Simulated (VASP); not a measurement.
# Cobalt: convergence with the k-mesh and SCF solver, part 3 of 3

How sensitive are energy, pressure and forces of Cobalt to the k-mesh and SCF solver? The series runs use LDA. The atoms of the start are displaced at random from the sites of a P6_3/mmc cell.

VASP 6.6.1; LDA, spin-polarised from a ferromagnetic start; plane waves and PAW (Co).

Still holding for the runs below: The magnetic state follows from one typed start and may not be the lowest.

So far. Step 12 (SCF solver: ALGO = Fast): Against the first of the series the energy stays within 0.01 meV an atom; the pressure moves by -0.04 GPa, after 14 cycles in 61 s. Step 13 (SCF solver: ALGO = VeryFast): Against the first of the series the energy stays within 0.01 meV an atom; the pressure moves by +0.07 GPa, after 21 cycles in 81 s.

## 14. SCF solver: ALGO = All

INCAR

```
SYSTEM = Co
PREC = Accurate
ENCUT = 400
EDIFF = 1E-06
NELM = 100
ISMEAR = -1
SIGMA = 0.05
LREAL = .FALSE.
ALGO = All
GGA = CA
NBANDS = 19
ISPIN = 2
MAGMOM = 2 2
LASPH = .TRUE.
LMAXMIX = 4
LORBIT = 11
LWAVE = .FALSE.
LCHARG = .FALSE.
KPAR = 2
ISIF = 2
```

POSCAR

```
Co
1.0
    2.5074000000      0.0000000000      0.0000000000
   -1.2537000000      2.1714720974      0.0000000000
    0.0000000000      0.0000000000      4.0699000000
Co
2
Direct
    0.3248340000      0.6738130000      0.2448670000
    0.6657050000      0.3334760000      0.7516660000
```

KPOINTS

```
Automatic mesh
0
Gamma
12 12 7
0 0 0
```

The projector-augmented-wave data sets are Co (PBE family, release 64).

The run is started by

```console
mpirun -np 2 vasp_std
```

Output:

```text
[... set-up lines as in an earlier step ...]
 entering main loop
       N       E                     dE             d eps       ncg     rms           ort
DAV:   1     0.700397196639E+02    0.70040E+02   -0.80108E+03  9614   0.129E+03
DAV:   2    -0.155802906986E+02   -0.85620E+02   -0.77211E+02  9614   0.200E+02
DAV:   3    -0.188103761437E+02   -0.32301E+01   -0.31205E+01  9614   0.487E+01
DAV:   4    -0.188617091333E+02   -0.51333E-01   -0.51300E-01  9614   0.524E+00
DAV:   5    -0.188627884162E+02   -0.10793E-02   -0.10792E-02  9614   0.670E-01
SDA:   6    -0.809111783748E+01    0.10772E+02   -0.10792E-02  9614   0.459E+02   0.000E+00
 gam= 0.000 g(H,U,f)=  0.231E+02 0.223E+02 0.449E+00 ort(H,U,f) = 0.000E+00 0.000E+00 0.000E+00
 gam= 0.000 trial= 0.400  step=  0.3037 mean=  0.4000
CGA:   7    -0.151603379690E+02   -0.70692E+01   -0.69643E+01  9614   0.199E+01  -0.470E+00
 gam= 0.043 g(H,U,f)=  0.109E+01 0.876E+00 0.276E-01 ort(H,U,f) =-0.515E+01 0.452E+01 0.155E+00
 gam= 0.043 trial= 0.390  step=  0.9596 mean=  0.3904
[...]
gam= 0.476 trial= 0.566  step=  0.4402 mean=  0.5657
CGA:  14    -0.161458212094E+02   -0.84575E-04   -0.84578E-04  9614   0.468E-04   0.176E-08
 gam= 0.122 g(H,U,f)=  0.307E-04 0.292E-05 0.132E-04 ort(H,U,f) = 0.308E-05-0.199E-04 0.168E-04
 gam= 0.122 trial= 0.553  step=  1.1885 mean=  0.5532
CGA:  15    -0.161458490154E+02   -0.27806E-04   -0.27798E-04  9614   0.280E-04   0.171E-07
 gam= 0.598 g(H,U,f)=  0.191E-04 0.473E-05 0.417E-05 ort(H,U,f) =-0.840E-05-0.858E-07 0.850E-05
 gam= 0.598 trial= 0.617  step=  0.6814 mean=  0.6167
CGA:  16    -0.161458585544E+02   -0.95389E-05   -0.95382E-05  9614   0.153E-04   0.795E-08
 gam= 0.548 g(H,U,f)=  0.110E-04 0.328E-05 0.103E-05 ort(H,U,f) =-0.675E-06-0.328E-05 0.397E-05
 gam= 0.548 trial= 0.623  step=  0.7810 mean=  0.6232
CGA:  17    -0.161458645464E+02   -0.59921E-05   -0.59904E-05  9614   0.248E-05   0.693E-08
 gam= 0.162 g(H,U,f)=  0.225E-05 0.197E-06 0.259E-07 ort(H,U,f) =-0.506E-06 0.239E-06 0.274E-06
 gam= 0.162 trial= 0.639  step=  0.7897 mean=  0.6390
CGA:  18    -0.161458655270E+02   -0.98057E-06   -0.97855E-06  9614   0.920E-06   0.298E-08
 gam= 0.371 g(H,U,f)=  0.696E-06 0.212E-06 0.115E-07 ort(H,U,f) = 0.246E-06-0.182E-06-0.607E-07
 gam= 0.371 trial= 0.654  step=  0.5073 mean=  0.6540
 final diagonalization occupied
   1 F= -.16145866E+02 E0= -.16137072E+02  d E =-.175880E-01  mag=     3.1234
```

It took 63 s on 2 MPI ranks of Intel Xeon Platinum 8488C (Sapphire Rapids), shared host; peak memory 1.1 GiB.

Parts of OUTCAR (step 14):

```text
  Total       -3.0095379     -2.9593972     -3.2429118      0.0455124     -0.0070374      0.0128423
  in kB     -217.5949398   -213.9696752   -234.4682814      3.2906249     -0.5088147      0.9285240
  external PRESSURE =    -222.0109655 kB  Pullay stress =       0.0000000 kB

 POSITION                                       TOTAL-FORCE (eV/Angst)
 -----------------------------------------------------------------------------------
     -0.03027      1.46317      0.99658         0.064418     -0.035411      0.120129
      1.25111      0.72413      3.05921        -0.064418      0.035411     -0.120129
 -----------------------------------------------------------------------------------
    total drift:                                0.000002     -0.000009      0.000024

  FREE ENERGIE OF THE ION-ELECTRON SYSTEM (eV)
  ---------------------------------------------------
  free  energy   TOTEN  =       -16.1458655270 eV

  energy  without entropy=      -16.1282775183  energy(sigma->0) =      -16.13707152

 magnetization (x)
# of ion       s       p       d       tot
------------------------------------------
    1       -0.013  -0.038   1.619   1.568
    2       -0.013  -0.038   1.619   1.568
--------------------------------------------------
tot         -0.025  -0.075   3.238   3.137

[... 2 parts as in an earlier step ...]

[... 1 further part left out ...]
[key lines of the parts left out:]
E-fermi :   9.5019
```

Against the first of the series the energy stays within 0.01 meV an atom; the pressure moves by +0.04 GPa, after 18 cycles in 63 s.

## 15. SCF solver: ALGO = Damped

INCAR, as its differences from that of step 14:

```diff
@@ -8,3 +8,3 @@
 LREAL = .FALSE.
-ALGO = All
+ALGO = Damped
 GGA = CA
```

POSCAR is that of step 14.

KPOINTS is that of step 14.

The run is started by

```console
mpirun -np 2 vasp_std
```

Output:

```text
[... set-up lines as in an earlier step ...]
 entering main loop
       N       E                     dE             d eps       ncg     rms           ort
DAV:   1     0.137830991282E+03    0.13783E+03   -0.71579E+03  9614   0.129E+03
DAV:   2     0.152352990417E+02   -0.12260E+03   -0.11371E+03  9614   0.264E+02
DAV:   3    -0.142113741908E+02   -0.29447E+02   -0.27128E+02  9614   0.118E+02
DAV:   4    -0.185357596463E+02   -0.43244E+01   -0.41446E+01  9614   0.519E+01
[...]
DMP:  25    -0.161458624688E+02   -0.19455E-05   -0.17714E-05  9614   0.290E-05   0.400E-05
DMP:  26    -0.161458639190E+02   -0.14502E-05   -0.98197E-06  9614   0.137E-05   0.283E-05
DMP:  27    -0.161458647710E+02   -0.85200E-06   -0.65282E-06  9614   0.945E-06   0.180E-05
 final diagonalization occupied
   1 F= -.16145865E+02 E0= -.16137070E+02  d E =-.175897E-01  mag=     3.1228
```

Run time: 76 s. Hardware: 2 MPI ranks; peak memory 1.1 GiB; 2.5 min of CPU time.

OUTCAR, selected parts (step 15):

```text
  Total       -3.0064629     -2.9563270     -3.2395771      0.0455028     -0.0070309      0.0128432
  in kB     -217.3726079   -213.7476934   -234.2271801      3.2899316     -0.5083495      0.9285891
  external PRESSURE =    -221.7824938 kB  Pullay stress =       0.0000000 kB

 POSITION                                       TOTAL-FORCE (eV/Angst)
 -----------------------------------------------------------------------------------
     -0.03027      1.46317      0.99658         0.064433     -0.035421      0.120000
      1.25111      0.72413      3.05921        -0.064433      0.035421     -0.120000
 -----------------------------------------------------------------------------------
    total drift:                                0.000002     -0.000009      0.000024

  FREE ENERGIE OF THE ION-ELECTRON SYSTEM (eV)
  ---------------------------------------------------
  free  energy   TOTEN  =       -16.1458647710 eV

  energy  without entropy=      -16.1282750219  energy(sigma->0) =      -16.13706990

 magnetization (x)
# of ion       s       p       d       tot
------------------------------------------
    1       -0.013  -0.038   1.619   1.568
    2       -0.013  -0.038   1.619   1.568
--------------------------------------------------
tot         -0.025  -0.075   3.237   3.136

[... 2 parts as in an earlier step ...]

[... 1 further part left out ...]
[key lines of the parts left out:]
E-fermi :   9.5016
```

Against the first of the series the energy stays within 0.01 meV an atom; the pressure moves by +0.06 GPa, after 27 cycles in 76 s.

## 16. SCF solver: AMIX = 0.1, BMIX = 0.01

INCAR, as its differences from that of step 15:

```diff
@@ -8,3 +8,3 @@
 LREAL = .FALSE.
-ALGO = Damped
+ALGO = Normal
 GGA = CA
@@ -20 +20,3 @@
 ISIF = 2
+AMIX = 0.1
+BMIX = 0.01
```

POSCAR is that of step 15.

KPOINTS is that of step 15.

The run is started by

```console
mpirun -np 2 vasp_std
```

Output:

```text
[... set-up lines as in an earlier step ...]
 entering main loop
       N       E                     dE             d eps       ncg     rms          rms(c)
[... 5 cycles as in an earlier step ...]
DAV:   6    -0.172167178057E+02    0.16461E+01   -0.73311E-01 42910   0.175E+01    0.105E+01
DAV:   7    -0.162083822475E+02    0.10083E+01   -0.24167E+00 43480   0.305E+01    0.457E+00
DAV:   8    -0.162200986728E+02   -0.11716E-01   -0.11166E-01 41431   0.269E+00    0.460E+00
DAV:   9    -0.162202644325E+02   -0.16576E-03   -0.15429E-03 57861   0.428E-01    0.476E+00
[...]
DAV:  18    -0.161458902014E+02    0.82601E-04   -0.93149E-05 55753   0.169E-01    0.179E-01
DAV:  19    -0.161458664219E+02    0.23779E-04   -0.55421E-05 57184   0.128E-01    0.440E-02
DAV:  20    -0.161458659155E+02    0.50644E-06   -0.62112E-06 55656   0.335E-02
   1 F= -.16145866E+02 E0= -.16137072E+02  d E =-.175887E-01  mag=     3.1231
```

The job ended after 83 s (2 MPI ranks; peak memory 0.56 GiB; 2.7 min of CPU time).

OUTCAR, selected parts (step 16):

```text
  Total       -2.9914725     -2.9412905     -3.2228443      0.0456252     -0.0070259      0.0128388
  in kB     -216.2887781   -212.6605289   -233.0173695      3.2987796     -0.5079857      0.9282693
  external PRESSURE =    -220.6555588 kB  Pullay stress =       0.0000000 kB

 POSITION                                       TOTAL-FORCE (eV/Angst)
 -----------------------------------------------------------------------------------
     -0.03027      1.46317      0.99658         0.064444     -0.035425      0.119877
      1.25111      0.72413      3.05921        -0.064444      0.035425     -0.119877
 -----------------------------------------------------------------------------------
    total drift:                                0.000002     -0.000009      0.000024

  FREE ENERGIE OF THE ION-ELECTRON SYSTEM (eV)
  ---------------------------------------------------
  free  energy   TOTEN  =       -16.1458659155 eV

  energy  without entropy=      -16.1282771839  energy(sigma->0) =      -16.13707155

[... 3 parts as in an earlier step ...]

[... 1 further part left out ...]
[key lines of the parts left out:]
E-fermi :   9.5014
```

Against the first of the series the energy stays within 0.01 meV an atom; the pressure moves by +0.17 GPa, after 20 cycles in 83 s.

## 17. SCF solver: AMIX = 0.8

INCAR, as its differences from that of step 16:

```diff
@@ -20,3 +20,2 @@
 ISIF = 2
-AMIX = 0.1
-BMIX = 0.01
+AMIX = 0.8
```

POSCAR is that of step 16.

KPOINTS is that of step 16.

The run is started by

```console
mpirun -np 2 vasp_std
```

Output:

```text
[... set-up lines as in an earlier step ...]
 entering main loop
       N       E                     dE             d eps       ncg     rms          rms(c)
[... 5 cycles as in an earlier step ...]
DAV:   6    -0.234448450423E+02   -0.45821E+01   -0.34590E+01 43195   0.118E+02    0.242E+01
DAV:   7    -0.161035252333E+02    0.73413E+01   -0.17182E+01 44191   0.645E+01    0.499E+00
DAV:   8    -0.161455737966E+02   -0.42049E-01   -0.18167E-01 52231   0.363E+00    0.252E+00
DAV:   9    -0.161445200947E+02    0.10537E-02   -0.97475E-03 55702   0.129E+00    0.585E-01
[...]
DAV:  14    -0.161458628366E+02   -0.79432E-05   -0.86077E-06 40964   0.252E-02    0.246E-02
DAV:  15    -0.161458658329E+02   -0.29963E-05   -0.19188E-06 38990   0.179E-02    0.954E-03
DAV:  16    -0.161458658454E+02   -0.12480E-07   -0.28125E-07 21733   0.470E-03
   1 F= -.16145866E+02 E0= -.16137071E+02  d E =-.175889E-01  mag=     3.1230
```

Elapsed: 64 s, on 2 MPI ranks; peak memory 0.57 GiB.

OUTCAR, selected parts (step 17):

```text
  Total       -3.0117824     -2.9615712     -3.2450909      0.0455774     -0.0070280      0.0128250
  in kB     -217.7572203   -214.1268610   -234.6258396      3.2953273     -0.5081373      0.9272733
  external PRESSURE =    -222.1699736 kB  Pullay stress =       0.0000000 kB

 POSITION                                       TOTAL-FORCE (eV/Angst)
 -----------------------------------------------------------------------------------
     -0.03027      1.46317      0.99658         0.064431     -0.035417      0.120011
      1.25111      0.72413      3.05921        -0.064431      0.035417     -0.120011
 -----------------------------------------------------------------------------------
    total drift:                                0.000002     -0.000009      0.000024

  FREE ENERGIE OF THE ION-ELECTRON SYSTEM (eV)
  ---------------------------------------------------
  free  energy   TOTEN  =       -16.1458658454 eV

  energy  without entropy=      -16.1282769197  energy(sigma->0) =      -16.13707138

[... 3 parts as in an earlier step ...]

[... 1 further part left out ...]
[key lines of the parts left out:]
E-fermi :   9.5017
```

Against the first of the series the energy stays within 0.01 meV an atom; the pressure moves by +0.02 GPa, after 16 cycles in 64 s.

## 18. SCF solver: IMIX = 1, AMIX = 0.2

INCAR, as its differences from that of step 17:

```diff
@@ -20,2 +20,3 @@
 ISIF = 2
-AMIX = 0.8
+IMIX = 1
+AMIX = 0.2
```

POSCAR is that of step 17.

KPOINTS is that of step 17.

The run is started by

```console
mpirun -np 2 vasp_std
```

Output:

```text
[... set-up lines as in an earlier step ...]
 entering main loop
       N       E                     dE             d eps       ncg     rms          rms(c)
[... 5 cycles as in an earlier step ...]
DAV:   6    -0.164250960603E+02    0.24377E+01   -0.26355E+00 42592   0.331E+01    0.670E+00
DAV:   7    -0.162294481201E+02    0.19565E+00   -0.33655E-01 59095   0.821E+00    0.436E+00
DAV:   8    -0.161968754359E+02    0.32573E-01   -0.15137E-02 58050   0.185E+00    0.333E+00
DAV:   9    -0.161791414757E+02    0.17734E-01   -0.14002E-03 50988   0.463E-01    0.265E+00
[...]
DAV:  29    -0.161458700964E+02    0.24221E-05   -0.91852E-08 19546   0.349E-03    0.241E-02
DAV:  30    -0.161458685628E+02    0.15336E-05   -0.58848E-08 19540   0.280E-03    0.190E-02
DAV:  31    -0.161458675905E+02    0.97229E-06   -0.38986E-08 19534   0.227E-03
   1 F= -.16145868E+02 E0= -.16137074E+02  d E =-.175880E-01  mag=     3.1232
```

Wall time 1.8 min (2 MPI ranks); peak memory 0.57 GiB.

Parts of OUTCAR (step 18):

```text
  Total       -2.9732124     -2.9231290     -3.2066341      0.0454599     -0.0070352      0.0128382
  in kB     -214.9685372   -211.3474207   -231.8453453      3.2868294     -0.5086589      0.9282271
  external PRESSURE =    -219.3871011 kB  Pullay stress =       0.0000000 kB

 POSITION                                       TOTAL-FORCE (eV/Angst)
 -----------------------------------------------------------------------------------
     -0.03027      1.46317      0.99658         0.064421     -0.035413      0.119938
      1.25111      0.72413      3.05921        -0.064421      0.035413     -0.119938
 -----------------------------------------------------------------------------------
    total drift:                                0.000002     -0.000009      0.000024

  FREE ENERGIE OF THE ION-ELECTRON SYSTEM (eV)
  ---------------------------------------------------
  free  energy   TOTEN  =       -16.1458675905 eV

  energy  without entropy=      -16.1282795497  energy(sigma->0) =      -16.13707357

[... 3 parts as in an earlier step ...]

[... 1 further part left out ...]
[key lines of the parts left out:]
E-fermi :   9.5018
```

Against the first of the series the energy stays within 0.01 meV an atom; the pressure moves by +0.30 GPa, after 31 cycles in 1.8 min.

## 19. The SCF solver series as a table

This step: convergence of LDA results with the solver; plane waves and PAW (VASP 6.6.1).

No new run; the numbers come from the runs before.

Differences are taken from the run with ALGO = Normal. Results of the series, by row:

| setting | status | energy less the reference (meV/atom) | pressure (GPa) | largest force difference (meV/Å) | moment (μB) | SCF cycles | wall time (s) |
| --- | --- | --- | --- | --- | --- | --- | --- |
| ALGO = Normal | converged | 0 | -22.24 | 0 | 3.123 | 14 | 56 |
| ALGO = Fast | converged | 5.50e-5 | -22.28 | 0.023 | 3.123 | 14 | 61 |
| ALGO = VeryFast | converged | 4.50e-5 | -22.16 | 0.148 | 3.123 | 21 | 81 |
| ALGO = All | converged | 1.00e-5 | -22.2 | 0.191 | 3.123 | 18 | 63 |
| ALGO = Damped | converged | 8.20e-4 | -22.18 | 0.062 | 3.123 | 27 | 76 |
| AMIX = 0.1, BMIX = 0.01 | converged | -5.00e-6 | -22.07 | 0.061 | 3.123 | 20 | 83 |
| AMIX = 0.8 | converged | 8.00e-5 | -22.22 | 0.073 | 3.123 | 16 | 64 |
| IMIX = 1, AMIX = 0.2 | converged | -0.001015 | -21.94 | 0.002 | 3.123 | 31 | 107 |

## 20. Outcome

- k-mesh from which the energy stays within 10 meV/atom of the reference: 9 9 5
- k-mesh from which the energy stays within 1 meV/atom of the reference: 15 15 8
- k-mesh from which the pressure stays within 0.2 GPa of the reference: none before the reference itself
- spread of the pressure over the k-mesh: 2.90 GPa
- spread of the energy over the k-mesh: 129 meV/atom
- fewest SCF cycles: ALGO = Normal; ALGO = Fast (14)
- most SCF cycles among converged runs: IMIX = 1, AMIX = 0.2 (31)
- spread of the pressure over the SCF solver: 0.337 GPa
- spread of the energy over the SCF solver: 0.00184 meV/atom

In words: From 15 15 8 on, the energy stays within 1 meV an atom of the reference, at 51 % of its time. The pressure doesn't settle within 0.2 GPa before the reference. The energy swings above and below the reference, since the sum over k-points is not variational. A metal's Fermi surface slows this convergence. All SCF solvers that converged agree within 0.05 meV an atom. No setting beats the 56 s of ALGO = Normal by a fifth or more; the slowest converged run is IMIX = 1, AMIX = 0.2, at 1.8 min. On a shared host such times are rough. Yet the pressure of IMIX = 1, AMIX = 0.2 is +0.30 GPa off: EDIFF tests the energy, which is second order in the error of the density, while the stress is first order. Differences are taken from the run with 19 19 10, which is itself not the exact limit. The runs at 3 3 2; 4 4 2 are over 30 meV an atom or 2 GPa off and describe the material poorly.

[Lines on the potential files, build, host, timing and source positions are cut from VASP's logs without a mark.]

[Logs are printed without paths, hosts, clocks, repeated set-up lines and the standing remarks that a program may print on its own settings, such as how far it seeks lower states.]

[Hosts, paths, dates, database ids (printed as entryN), source tags and the programs' standing remarks are cut or masked in the printed files.]

[A measured line is paired with the nearest computed mode of its activity, which favours agreement.]
